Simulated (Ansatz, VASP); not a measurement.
# Cross-check of HfO2 between VASP and Ansatz, part 3 of 3

Wanted: the spread between two codes on one cell, functional and k mesh. The cell is taken from a series of runs on this material, whose earlier steps may have relaxed, scaled, displaced or heated it; both programs get it as it stands.

VASP 6.6.1 and Ansatz 0.2.0.

So far: The starting structure; VASP: zone-centre phonons, LDA, pair 1; Ansatz: zone-centre phonons, LDA, pair 1; Differences.

### Step 5. Ansatz: zone-centre phonons, LDA, pair 2

Level of this step: Ansatz beside VASP: Kohn-Sham DFT, plane waves, LDA (Ansatz).

Second derivatives magnify differences that forces hide, and they need a tight electronic threshold. The cell compared in this pair holds 28.78 Å³, against 28.15 Å³ for the pair before.

The cell is taken from a series of runs on this material, whose earlier steps may have relaxed, scaled, displaced or heated it; both programs get it as it stands.

input.yaml reads:

```yaml
crystal:
  lattice:
    - [0.0, 2.4323145693, 2.4323145693]
    - [2.4323145693, 0.0, 2.4323145693]
    - [2.4323145693, 2.4323145693, 0.0]
  atoms:
    - { symbol: O, position: [0.25, 0.25, 0.25] }
    - { symbol: O, position: [0.75, 0.75, 0.75] }
    - { symbol: Hf, position: [0.0, 0.0, 0.0] }
kpoints:
  mp_grid: { grid: [8, 8, 8] }
hamiltonian:
  xc: lda
  pseudopotentials: { kind: paw, azcp: { folder: soft_1 }, xc_functional: pbe }
scf:
  occupations: { method: fixed }
output:
  eigenvalues: true
phonons:
  method: dfpt
  dielectric: true
  rigid_motions: translations
```

Launch:

```sh
$ ansatz run input.yaml --threads 4 --pin off --max-ram 10240MiB --backend cpu --events-out ev --progress --plain --runs-dir out
```

Numbers of over 12 decimals in the logs are rounded to 6 here.

What it wrote:

```text
[...]
Crystal: 3 atoms, lattice volume = 28.780 Å³
Basis set: ecut = 420 eV, 537 PW (Γ), exchange–correlation on 48×48×48 points (8 copies of the dense FFT grid, shifted against one another)
Bands: 23, of which v1, the nominal top of the filled ones, is band 19 counted from 1 (18 counted from 0)
Symmetry: 48 space group operations
k-points: 95 of 512 (irreducible under 4 space group operations, time reversal used)
[...]
optical modes at Γ + LO–TO along q̂ = [1.0000, 0.0000, 0.0000]:
      ω (cm⁻¹)  modes    IR ((D/Å)²/amu)
[...]
optical modes at Γ + LO–TO along q̂ = [0.0000, 1.0000, 0.0000]:
      ω (cm⁻¹)  modes    IR ((D/Å)²/amu)
[...]
693.44      1            27.0426
  optical modes at Γ + LO–TO along q̂ = [0.0000, 0.0000, 1.0000]:
      ω (cm⁻¹)  modes    IR ((D/Å)²/amu)
        330.92      2            54.0852
        674.91      3             0.0000
        693.44      1            27.0426
[key lines of the parts left out:]
SCF converged after 9 iterations
Free energy (F): -16593.416258 eV
Fermi energy:    16.956756 eV
```

### Step 6. VASP: zone-centre phonons, LDA, pair 2

The same cell, functional (in two slightly different forms) and mesh now go to VASP, with its own data sets.

INCAR reads:

```
SYSTEM = HfO2
PREC = Accurate
ENCUT = 600
EDIFF = 1E-08
NELM = 120
ISMEAR = 0
SIGMA = 0.01
LREAL = .FALSE.
ALGO = Normal
GGA = PW92
NBANDS = 17
LASPH = .TRUE.
LORBIT = 11
LWAVE = .FALSE.
LCHARG = .FALSE.
ISIF = 2
IBRION = 8
LEPSILON = .TRUE.
GGA_COMPAT = .FALSE.
EFERMI = MIDGAP
KPAR = 2
```

POSCAR reads:

```
HfO2
1.0
    0.0000000000      2.4323145693      2.4323145693
    2.4323145693      0.0000000000      2.4323145693
    2.4323145693      2.4323145693      0.0000000000
O Hf
2 1
Direct
    0.2500000000      0.2500000000      0.2500000000
    0.7500000000      0.7500000000      0.7500000000
    0.0000000000      0.0000000000      0.0000000000
```

KPOINTS reads:

```
Automatic mesh
0
Gamma
8 8 8
0 0 0
```

Potentials, in the order of the species: O and Hf_pv (LDA family, release 64).

Launch:

```sh
$ mpirun -np 2 vasp_std
```

What it wrote:

```text
[banner, memory and clock lines left out]
running    2 mpi-ranks, on    1 nodes
[...]
[... a notice as in an earlier step ...]

 LDA part: xc-table for (Slater(with rela. corr.)+PW92), standard interpolation
 POSCAR, INCAR and KPOINTS ok, starting setup
[...]
entering main loop
       N       E                     dE             d eps       ncg     rms          rms(c)
DAV:   1     0.990628019159E+02    0.99063E+02   -0.14004E+04   986   0.146E+03
DAV:   2    -0.347468294097E+02   -0.13381E+03   -0.13082E+03  1282   0.321E+02
DAV:   3    -0.384656393462E+02   -0.37188E+01   -0.37101E+01  1097   0.482E+01
DAV:   4    -0.384848295717E+02   -0.19190E-01   -0.19187E-01  1298   0.389E+00
[...]
DAV:  12    -0.329419216819E+02   -0.15960E-06   -0.49362E-06  1186   0.182E-02    0.209E-02
DAV:  13    -0.329419217412E+02   -0.59263E-07   -0.18192E-07  1289   0.364E-03    0.117E-03
DAV:  14    -0.329419217422E+02   -0.10004E-08   -0.24499E-09   695   0.400E-04
   1 F= -.32941922E+02 E0= -.32941922E+02  d E =0.000000E+00
[...]
RMM:  23    -0.362026551832E+00    0.32602E-09   -0.31858E-07  4146   0.133E-04    0.245E-08
 first order change of Fermi-energy   0.34398E-04
 force on displaced ion       1 direction 1 : -16.131   0.000   0.000
 Born effective charge ion    1 direction 1 :  -2.796   0.000   0.000
 Linear response progress:
  Degree of freedom:   2/  2
       N       E                     dE             d eps       ncg     rms          rms(c)
RMM:   1    -0.229518093816E+00   -0.22952E+00    0.23404E+00  2489   0.956E+00
RMM:   2    -0.219334672363E+00    0.10183E-01   -0.27871E-02  3020   0.114E+00    0.105E+00
RMM:   3    -0.218590498656E+00    0.74417E-03   -0.10519E-03  3668   0.150E-01    0.554E-01
RMM:   4    -0.217988021340E+00    0.60248E-03   -0.11037E-04  3891   0.591E-02    0.231E-01
[...]
RMM:  26    -0.217709208403E+00    0.38190E-10   -0.27149E-07  3006   0.190E-04    0.475E-07
RMM:  27    -0.217709208306E+00    0.96531E-10   -0.26015E-07  3001   0.190E-04    0.492E-07
RMM:  28    -0.217709208407E+00   -0.10102E-09   -0.26962E-07  3012   0.190E-04    0.432E-07
 first order change of Fermi-energy   0.93284E-04
 force on displaced ion       3 direction 1 : -11.037   0.000   0.000
 Born effective charge ion    3 direction 1 :   5.591   0.000   0.000
 Born effective charges drift removed
 Linear response finished
```

Parts of OUTCAR (step 6):

```text
  Total        4.2113659      4.2113659      4.2113659      0.0000000      0.0000000      0.0000000
  in kB      234.4468136    234.4468136    234.4468136      0.0000000      0.0000000      0.0000000
  external PRESSURE =     234.4468136 kB  Pullay stress =       0.0000000 kB

 POSITION                                       TOTAL-FORCE (eV/Angst)
 -----------------------------------------------------------------------------------
      1.21616      1.21616      1.21616        -0.000000     -0.000000     -0.000000
      3.64847      3.64847      3.64847         0.000000      0.000000      0.000000
      0.00000      0.00000      0.00000        -0.000000      0.000000      0.000000
 -----------------------------------------------------------------------------------
    total drift:                                0.000000      0.000000      0.000000

 MACROSCOPIC STATIC DIELECTRIC TENSOR (including local field effects in DFT)
 ------------------------------------------------------
           5.318914     0.000000     0.000000
           0.000000     5.318914     0.000000
          -0.000000     0.000000     5.318914
 ------------------------------------------------------

 MACROSCOPIC STATIC DIELECTRIC TENSOR IONIC CONTRIBUTION
 ------------------------------------------------------
          17.808428     0.000000     0.000000
           0.000000    17.808428     0.000000
           0.000000     0.000000    17.808428
 ------------------------------------------------------

[... 1 part as in an earlier step ...]

[... 1 further part left out ...]
```

### Step 7. Side by side

What differs besides the data sets and the points named for the pairs above, as far as they apply: the data sets hold 38 valence electrons in Ansatz (on its PAW soft_1 files) and 22 in VASP. Total energies have different zeros and are not compared.

Compared:

```csv
quantity,Ansatz,VASP,difference
ε∞ xx,5.40,5.32,+1.47 %
ε∞ yy,5.40,5.32,+1.47 %
ε∞ zz,5.40,5.32,+1.47 %
Born charge of O1 (mean of the diagonal) (e),-2.82,-2.80,-0.02
Born charge of Hf3 (mean of the diagonal) (e),5.64,5.59,+0.05
optical mode 1 to 3 (cm⁻¹),330.9,332.6,-0.51 %
optical mode 4 to 6 (cm⁻¹),674.9,674.2,+0.11 %
```

Modes are paired by rising frequency, not by their patterns, so a pair may set unlike modes beside each other; they are those without the splitting of longitudinal modes.

### Step 8. VASP: zone-centre phonons, LDA, pair 3

Second derivatives magnify differences that forces hide, and they need a tight electronic threshold. The cell compared in this pair holds 29.41 Å³, against 28.78 Å³ for the pair before.

INCAR is that of step 6.

POSCAR reads:

```
HfO2
1.0
    0.0000000000      2.4498138370      2.4498138370
    2.4498138370      0.0000000000      2.4498138370
    2.4498138370      2.4498138370      0.0000000000
O Hf
2 1
Direct
    0.2500000000      0.2500000000      0.2500000000
    0.7500000000      0.7500000000      0.7500000000
    0.0000000000      0.0000000000      0.0000000000
```

KPOINTS is that of step 6.

Launch:

```sh
$ mpirun -np 2 vasp_std
```

What it wrote:

```text
[... set-up lines as in an earlier step ...]
 entering main loop
       N       E                     dE             d eps       ncg     rms          rms(c)
DAV:   1     0.101506465096E+03    0.10151E+03   -0.13878E+04   986   0.145E+03
DAV:   2    -0.346528421779E+02   -0.13616E+03   -0.13304E+03  1269   0.316E+02
DAV:   3    -0.385543604291E+02   -0.39015E+01   -0.38923E+01  1169   0.492E+01
DAV:   4    -0.385738455225E+02   -0.19485E-01   -0.19481E-01  1276   0.379E+00
[...]
DAV:  12    -0.330197915093E+02   -0.21796E-06   -0.50786E-06  1165   0.183E-02    0.209E-02
DAV:  13    -0.330197915749E+02   -0.65605E-07   -0.17447E-07  1276   0.358E-03    0.163E-03
DAV:  14    -0.330197915760E+02   -0.10805E-08   -0.22173E-09   790   0.395E-04
   1 F= -.33019792E+02 E0= -.33019792E+02  d E =0.000000E+00
 Linear response reoptimize wavefunctions to high precision
DAV:   1    -0.330197915762E+02   -0.19872E-09   -0.11704E-09   915   0.328E-04
DAV:   2    -0.330197915763E+02   -0.74124E-10   -0.12260E-10   565   0.904E-05
 Linear response G [H, r] |phi>, progress :
  Direction:   1
[...]
RMM:  20    -0.361854540538E+00    0.14633E-10    0.43128E-07  4324   0.131E-04    0.409E-08
 first order change of Fermi-energy   0.22616E-04
 force on displaced ion       1 direction 1 : -14.962   0.000   0.000
 Born effective charge ion    1 direction 1 :  -2.790   0.000   0.000
 Linear response progress:
  Degree of freedom:   2/  2
       N       E                     dE             d eps       ncg     rms          rms(c)
RMM:   1    -0.229800014922E+00   -0.22980E+00    0.23086E+00  2484   0.955E+00
RMM:   2    -0.220235331215E+00    0.95647E-02   -0.27850E-02  3024   0.114E+00    0.100E+00
RMM:   3    -0.219481594688E+00    0.75374E-03   -0.10401E-03  3663   0.150E-01    0.526E-01
RMM:   4    -0.218878567884E+00    0.60303E-03   -0.11139E-04  3903   0.592E-02    0.225E-01
[...]
RMM:  17    -0.218589743608E+00   -0.63617E-09   -0.11625E-07  3192   0.136E-04    0.168E-06
RMM:  18    -0.218589743677E+00   -0.69389E-10   -0.12558E-07  3168   0.135E-04    0.537E-07
RMM:  19    -0.218589744011E+00   -0.33447E-09   -0.59974E-08  3103   0.135E-04    0.157E-06
 first order change of Fermi-energy   0.10110E-03
 force on displaced ion       3 direction 1 :  -9.628   0.000   0.000
 Born effective charge ion    3 direction 1 :   5.579   0.000   0.000
 Born effective charges drift removed
 Linear response finished
```

From OUTCAR (step 8):

```text
  Total        2.8393180      2.8393180      2.8393180      0.0000000      0.0000000      0.0000000
  in kB      154.7018019    154.7018019    154.7018019      0.0000000      0.0000000      0.0000000
  external PRESSURE =     154.7018019 kB  Pullay stress =       0.0000000 kB

 POSITION                                       TOTAL-FORCE (eV/Angst)
 -----------------------------------------------------------------------------------
      1.22491      1.22491      1.22491        -0.000000     -0.000000      0.000000
      3.67472      3.67472      3.67472         0.000000      0.000000      0.000000
      0.00000      0.00000      0.00000        -0.000000      0.000000     -0.000000
 -----------------------------------------------------------------------------------
    total drift:                                0.000000      0.000000      0.000000

 MACROSCOPIC STATIC DIELECTRIC TENSOR (including local field effects in DFT)
 ------------------------------------------------------
           5.319008     0.000000    -0.000000
          -0.000000     5.319008    -0.000000
           0.000000     0.000000     5.319008
 ------------------------------------------------------

 MACROSCOPIC STATIC DIELECTRIC TENSOR IONIC CONTRIBUTION
 ------------------------------------------------------
          19.885093    -0.000000     0.000000
          -0.000000    19.885093    -0.000000
           0.000000    -0.000000    19.885093
 ------------------------------------------------------

[... 1 part as in an earlier step ...]

[... 1 further part left out ...]
```

### Step 9. Ansatz: zone-centre phonons, LDA, pair 3

The same cell, functional (in two slightly different forms) and mesh now go to Ansatz, which takes its cutoff from its data sets.

The cell is taken from a series of runs on this material, whose earlier steps may have relaxed, scaled, displaced or heated it; both programs get it as it stands.

Changes to input.yaml since step 5:

```diff
@@ -2,5 +2,5 @@
   lattice:
-    - [0.0, 2.4323145693, 2.4323145693]
-    - [2.4323145693, 0.0, 2.4323145693]
-    - [2.4323145693, 2.4323145693, 0.0]
+    - [0.0, 2.449813837, 2.449813837]
+    - [2.449813837, 0.0, 2.449813837]
+    - [2.449813837, 2.449813837, 0.0]
   atoms:
```

Launch:

```sh
$ ansatz run input.yaml --threads 4 --pin off --max-ram 10240MiB --backend cpu --events-out ev --progress --plain --runs-dir out
```

What it wrote:

```text
[...]
Crystal: 3 atoms, lattice volume = 29.406 Å³
Basis set: ecut = 420 eV, 561 PW (Γ), exchange–correlation on 48×48×48 points (8 copies of the dense FFT grid, shifted against one another)
Bands: 23, of which v1, the nominal top of the filled ones, is band 19 counted from 1 (18 counted from 0)
Symmetry: 48 space group operations
k-points: 95 of 512 (irreducible under 4 space group operations, time reversal used)
[...]
optical modes at Γ + LO–TO along q̂ = [1.0000, 0.0000, 0.0000]:
      ω (cm⁻¹)  modes    IR ((D/Å)²/amu)
[...]
optical modes at Γ + LO–TO along q̂ = [0.0000, 1.0000, 0.0000]:
      ω (cm⁻¹)  modes    IR ((D/Å)²/amu)
[...]
676.81      1            26.9021
  optical modes at Γ + LO–TO along q̂ = [0.0000, 0.0000, 1.0000]:
      ω (cm⁻¹)  modes    IR ((D/Å)²/amu)
        310.11      2            53.8043
        654.06      3             0.0000
        676.81      1            26.9021
[key lines of the parts left out:]
SCF converged after 9 iterations
Free energy (F): -16593.509603 eV
Fermi energy:    16.496537 eV
```

### Step 10. Differences

What differs besides the data sets and the points named for the pairs above, as far as they apply: the data sets hold 38 valence electrons in Ansatz (on its PAW soft_1 files) and 22 in VASP. Total energies have different zeros and are not compared.

Compared:

| quantity | Ansatz | VASP | difference |
| --- | --- | --- | --- |
| ε∞ xx | 5.39 | 5.32 | +1.37 % |
| ε∞ yy | 5.39 | 5.32 | +1.37 % |
| ε∞ zz | 5.39 | 5.32 | +1.37 % |
| Born charge of O1 (mean of the diagonal) (e) | -2.81 | -2.79 | -0.02 |
| Born charge of Hf3 (mean of the diagonal) (e) | 5.62 | 5.58 | +0.05 |
| optical mode 1 to 3 (cm⁻¹) | 310.1 | 310.8 | -0.23 % |
| optical mode 4 to 6 (cm⁻¹) | 654.1 | 653.2 | +0.13 % |

Modes are paired by rising frequency, not by their patterns, so a pair may set unlike modes beside each other; they are those without the splitting of longitudinal modes.

### Step 11. What came out

```json
{
 "r.m.s. difference of the optical zone-centre modes, each program's sorted by frequency (zone-centre phonons, LDA, pair 1)": "1.9 cm⁻¹",
 "difference in ε∞ xx (zone-centre phonons, LDA, pair 1)": "+1.6 %",
 "r.m.s. difference of the optical zone-centre modes, each program's sorted by frequency (zone-centre phonons, LDA, pair 2)": "1.3 cm⁻¹",
 "difference in ε∞ xx (zone-centre phonons, LDA, pair 2)": "+1.5 %",
 "r.m.s. difference of the optical zone-centre modes, each program's sorted by frequency (zone-centre phonons, LDA, pair 3)": "0.80 cm⁻¹",
 "difference in ε∞ xx (zone-centre phonons, LDA, pair 3)": "+1.4 %"
}
```

What this shows: The r.m.s. difference of the optical zone-centre modes, each program's sorted by frequency is 1.9 cm⁻¹ (zone-centre phonons, LDA, pair 1). The data sets hold unlike numbers of valence electrons (38 in Ansatz and 22 in VASP), so part of the differences comes from the potentials. Among the rows given in per cent, the largest difference of the zone-centre phonons, LDA, pair 1 pair is in ε∞ xx, +1.6 %. Among the rows given in per cent, the largest difference of the zone-centre phonons, LDA, pair 2 pair is in ε∞ xx, +1.5 %. Among the rows given in per cent, the largest difference of the zone-centre phonons, LDA, pair 3 pair is in ε∞ xx, +1.4 %. Such differences can come from data sets, numerical settings and the points named under the comparisons, not from the functional's error against experiment.

[Lines on the potential files, build, host, timing and source positions are cut from VASP's logs without a mark.]

[Logs are printed without paths, hosts, clocks, repeated set-up lines and the standing remarks that a program may print on its own settings, such as how far it seeks lower states.]

[Hosts, paths, dates, database ids (printed as entryN), source tags and the programs' standing remarks are cut or masked in the printed files.]
